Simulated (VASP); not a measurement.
OSZICAR of a VASP run on SnSe₂ (1T layered):

File OSZICAR:
```
...
DAV:   7    -0.114629742754E+02    0.14134E-01   -0.12887E-01  2668   0.251E+00    0.108E+00
DAV:   8    -0.114634331039E+02   -0.45883E-03   -0.10380E-02  2509   0.105E+00    0.273E-01
DAV:   9    -0.114637720202E+02   -0.33892E-03   -0.14021E-03  2401   0.273E-01    0.786E-02
DAV:  10    -0.114637768218E+02   -0.48016E-05   -0.12762E-04  2859   0.879E-02    0.266E-02
DAV:  11    -0.114638015323E+02   -0.24711E-04   -0.51876E-05  2288   0.447E-02    0.939E-03
DAV:  12    -0.114638018019E+02   -0.26968E-06   -0.20396E-06  2371   0.115E-02
   1 F= -.31008514E+01 E0= -.31007209E+01  d E =-.310085E+01
       N       E                     dE             d eps       ncg     rms          rms(c)
DAV:   1    -0.172562132845E+02   -0.57924E+01   -0.15147E+02  2716   0.169E+02    0.174E+01
DAV:   2    -0.109981948010E+02    0.62580E+01   -0.13227E+01  2818   0.117E+02    0.686E+00
DAV:   3    -0.957545916476E+01    0.14227E+01   -0.34054E+00  2677   0.358E+01    0.169E+00
DAV:   4    -0.953594746500E+01    0.39512E-01   -0.29230E-01  3098   0.493E+00    0.846E-01
DAV:   5    -0.952510930347E+01    0.10838E-01   -0.16309E-02  2889   0.127E+00    0.248E-01
DAV:   6    -0.952412822781E+01    0.98108E-03   -0.21471E-03  3261   0.579E-01    0.760E-02
DAV:   7    -0.952412156765E+01    0.66602E-05   -0.21530E-04  2433   0.133E-01    0.346E-02
DAV:   8    -0.952411530158E+01    0.62661E-05   -0.21526E-05  2871   0.469E-02    0.632E-03
DAV:   9    -0.952411487809E+01    0.42349E-06   -0.20418E-06  1956   0.175E-02
   2 F= -.27386375E+01 E0= -.27385423E+01  d E =0.362214E+00
       N       E                     dE             d eps       ncg     rms          rms(c)
DAV:   1    -0.137652426315E+02   -0.42411E+01   -0.75485E+01  2763   0.182E+02    0.943E+00
DAV:   2    -0.117267895450E+02    0.20385E+01   -0.39372E+00  2704   0.350E+01    0.448E+00
DAV:   3    -0.110375771594E+02    0.68921E+00   -0.20230E+00  2760   0.233E+01    0.764E-01
DAV:   4    -0.110314337898E+02    0.61434E-02   -0.10455E-01  2383   0.360E+00    0.391E-01
DAV:   5    -0.110239328119E+02    0.75010E-02   -0.65456E-03  3080   0.842E-01    0.145E-01
DAV:   6    -0.110231823420E+02    0.75047E-03   -0.10813E-03  2451   0.408E-01    0.471E-02
DAV:   7    -0.110231728826E+02    0.94594E-05   -0.42394E-05  3269   0.716E-02    0.250E-02
DAV:   8    -0.110231727558E+02    0.12676E-06   -0.13348E-05  2543   0.532E-02    0.535E-03
DAV:   9    -0.110231746439E+02   -0.18881E-05   -0.12265E-06  1593   0.113E-02    0.155E-03
DAV:  10    -0.110231744611E+02    0.18280E-06   -0.31219E-07  1233   0.767E-03
   3 F= -.32692903E+01 E0= -.32691612E+01  d E =-.168439E+00
       N       E                     dE             d eps       ncg     rms          rms(c)
DAV:   1    -0.110054332977E+02    0.17741E-01   -0.23614E-02  2761   0.263E+00    0.182E-01
DAV:   2    -0.110046683376E+02    0.76496E-03   -0.13666E-03  2730   0.714E-01    0.831E-02
DAV:   3    -0.110044474666E+02    0.22087E-03   -0.63725E-04  2716   0.442E-01    0.158E-02
DAV:   4    -0.110044473146E+02    0.15204E-06   -0.30548E-05  2232   0.603E-02    0.899E-03
DAV:   5    -0.110044470078E+02    0.30679E-06   -0.22320E-06  2016   0.154E-02
   4 F= -.32695323E+01 E0= -.32694024E+01  d E =-.168681E+00
       N       E                     dE             d eps       ncg     rms          rms(c)
DAV:   1    -0.109821070816E+02    0.22340E-01   -0.12066E+00  2147   0.957E+00    0.676E-01
DAV:   2    -0.109778101714E+02    0.42969E-02   -0.67530E-02  2803   0.227E+00    0.322E-01
DAV:   3    -0.109754406531E+02    0.23695E-02   -0.52637E-03  2614   0.111E+00    0.118E-01
DAV:   4    -0.109752231034E+02    0.21755E-03   -0.68931E-04  3370   0.365E-01    0.436E-02
DAV:   5    -0.109752142161E+02    0.88873E-05   -0.48497E-05  2992   0.786E-02    0.143E-02
DAV:   6    -0.109752145366E+02   -0.32045E-06   -0.51042E-06  2938   0.316E-02
   5 F= -.32928851E+01 E0= -.32924843E+01  d E =-.233528E-01
       N       E                     dE             d eps       ncg     rms          rms(c)
DAV:   1    -0.109189975848E+02    0.56217E-01   -0.33305E+00  2147   0.158E+01    0.111E+00
DAV:   2    -0.109078738285E+02    0.11124E-01   -0.18979E-01  2841   0.377E+00    0.524E-01
DAV:   3    -0.109016715666E+02    0.62023E-02   -0.13909E-02  2536   0.186E+00    0.198E-01
DAV:   4    -0.109010434234E+02    0.62814E-03   -0.19633E-03  3335   0.619E-01    0.698E-02
DAV:   5    -0.109010171208E+02    0.26303E-04   -0.12976E-04  3008   0.127E-01    0.255E-02
DAV:   6    -0.109010164111E+02    0.70968E-06   -0.15973E-05  3149   0.559E-02    0.673E-03
DAV:   7    -0.109010163861E+02    0.24970E-07   -0.20560E-06  1784   0.151E-02
   6 F= -.33056648E+01 E0= -.33056625E+01  d E =-.361325E-01
       N       E                     dE             d eps       ncg     rms          rms(c)
DAV:   1    -0.109166681119E+02   -0.15652E-01   -0.95217E-02  2161   0.272E+00    0.188E-01
DAV:   2    -0.109163606016E+02    0.30751E-03   -0.52245E-03  2818   0.658E-01    0.966E-02
DAV:   3    -0.109161852975E+02    0.17530E-03   -0.39129E-04  2616   0.305E-01    0.375E-02
DAV:   4    -0.109161628677E+02    0.22430E-04   -0.61976E-05  3328   0.116E-01    0.110E-02
DAV:   5    -0.109161610550E+02    0.18127E-05   -0.46056E-06  2392   0.235E-02    0.363E-03
DAV:   6    -0.109161607243E+02    0.33072E-06   -0.33887E-07  1196   0.829E-03
   7 F= -.33061381E+01 E0= -.33061577E+01  d E =-.366059E-01
       N       E                     dE             d eps       ncg     rms          rms(c)
DAV:   1    -0.109043501031E+02    0.11811E-01   -0.40373E-01  2197   0.524E+00    0.496E-01
DAV:   2    -0.109008689336E+02    0.34812E-02   -0.24015E-02  2532   0.180E+00    0.289E-01
DAV:   3    -0.108989702865E+02    0.18986E-02   -0.29113E-03  2829   0.858E-01    0.100E-01
DAV:   4    -0.108988051939E+02    0.16509E-03   -0.59933E-04  3013   0.311E-01    0.275E-02
DAV:   5    -0.108988038984E+02    0.12955E-05   -0.65080E-05  3311   0.754E-02    0.125E-02
DAV:   6    -0.108988033653E+02    0.53313E-06   -0.71761E-06  2421   0.240E-02
   8 F= -.33094622E+01 E0= -.33095506E+01  d E =-.332402E-02
       N       E                     dE             d eps       ncg     rms          rms(c)
DAV:   1    -0.108818336695E+02    0.16970E-01   -0.71564E-01  2201   0.699E+00    0.664E-01
DAV:   2    -0.108756950457E+02    0.61386E-02   -0.41981E-02  2539   0.229E+00    0.387E-01
DAV:   3    -0.108722813975E+02    0.34136E-02   -0.51552E-03  2808   0.111E+00    0.131E-01
DAV:   4    -0.108719968774E+02    0.28452E-03   -0.99795E-04  3018   0.408E-01    0.367E-02
DAV:   5    -0.108719934198E+02    0.34576E-05   -0.10655E-04  3291   0.987E-02    0.169E-02
DAV:   6    -0.108719923949E+02    0.10249E-05   -0.12602E-05  2465   0.317E-02    0.377E-03
DAV:   7    -0.108719923952E+02   -0.34697E-09   -0.76903E-07  1297   0.122E-02
   9 F= -.33107338E+01 E0= -.33107570E+01  d E =-.459567E-02
       N       E                     dE             d eps       ncg     rms          rms(c)
DAV:   1    -0.109722258024E+02   -0.10023E+00   -0.70684E-01  2679   0.118E+01    0.892E-01
DAV:   2    -0.109562841706E+02    0.15942E-01   -0.46239E-02  2635   0.315E+00    0.424E-01
DAV:   3    -0.109508446152E+02    0.54396E-02   -0.14410E-02  2737   0.194E+00    0.108E-01
DAV:   4    -0.109506580901E+02    0.18653E-03   -0.12614E-03  2382   0.333E-01    0.440E-02
DAV:   5    -0.109506081050E+02    0.49985E-04   -0.83517E-05  3345   0.140E-01    0.194E-02
DAV:   6    -0.109506034256E+02    0.46794E-05   -0.15130E-05  2524   0.470E-02    0.605E-03
DAV:   7    -0.109506032248E+02    0.20078E-06   -0.50117E-07  1258   0.980E-03
  10 F= -.33102928E+01 E0= -.33102680E+01  d E =0.440988E-03
       N       E                     dE             d eps       ncg     rms          rms(c)
DAV:   1    -0.109139660595E+02    0.36637E-01   -0.22200E-01  2671   0.646E+00    0.507E-01
DAV:   2    -0.109088649392E+02    0.51011E-02   -0.14662E-02  2672   0.181E+00    0.239E-01
DAV:   3    -0.109071676491E+02    0.16973E-02   -0.44805E-03  2736   0.110E+00    0.628E-02
DAV:   4    -0.109071190917E+02    0.48557E-04   -0.40324E-04  2670   0.182E-01    0.250E-02
DAV:   5    -0.109071090297E+02    0.10062E-04   -0.21989E-05  3201   0.755E-02    0.110E-02
DAV:   6    -0.109071094310E+02   -0.40130E-06   -0.47291E-06  1938   0.259E-02
  11 F= -.33114220E+01 E0= -.33114246E+01  d E =-.688156E-03
       N       E                     dE             d eps       ncg     rms          rms(c)
DAV:   1    -0.109109804932E+02   -0.38715E-02   -0.11821E-02  2231   0.866E-01    0.752E-02
DAV:   2    -0.109109075804E+02    0.72913E-04   -0.65046E-04  2789   0.249E-01    0.420E-02
DAV:   3    -0.109108746711E+02    0.32909E-04   -0.70955E-05  2664   0.126E-01    0.164E-02
DAV:   4    -0.109108702424E+02    0.44287E-05   -0.96804E-06  3222   0.468E-02    0.482E-03
DAV:   5    -0.109108698338E+02    0.40863E-06   -0.10282E-06  1215   0.129E-02
  12 F= -.33116464E+01 E0= -.33117085E+01  d E =-.224414E-03
       N       E                     dE             d eps       ncg     rms          rms(c)
DAV:   1    -0.109142350400E+02   -0.33648E-02   -0.97739E-03  2231   0.787E-01    0.677E-02
DAV:   2    -0.109141757313E+02    0.59309E-04   -0.53510E-04  2791   0.226E-01    0.378E-02
DAV:   3    -0.109141491346E+02    0.26597E-04   -0.58647E-05  2632   0.114E-01    0.149E-02
DAV:   4    -0.109141455753E+02    0.35593E-05   -0.79130E-06  3159   0.423E-02    0.441E-03
DAV:   5    -0.109141452278E+02    0.34747E-06   -0.85547E-07  1233   0.118E-02
  13 F= -.33117107E+01 E0= -.33118241E+01  d E =-.288715E-03
```

Which electronic solver shows in the log?

It is blocked Davidson (ALGO = Normal, or the opening steps of other solvers). The INCAR had ALGO = Normal.

Can the final energy be trusted as converged?

The run converged. It stopped with EDIFF = 1E-6, NELM = 100, NSW = 40 and EDIFFG = -0.02 after 13 ionic steps (PBE GGA, plane waves, VASP's PBE PAW potentials (set 64)). Energy and stress use the plane-wave basis of the starting cell. Without a dispersion term in the relaxation, distances and binding between the weakly bound layers, chains or molecules are unreliable, and so is what depends on them.

The compound is SnSe2 in the 1T layered structure. This run relaxes it under an external pressure of 20 GPa. Symmetry was kept, so distortions that lower it aren't found.
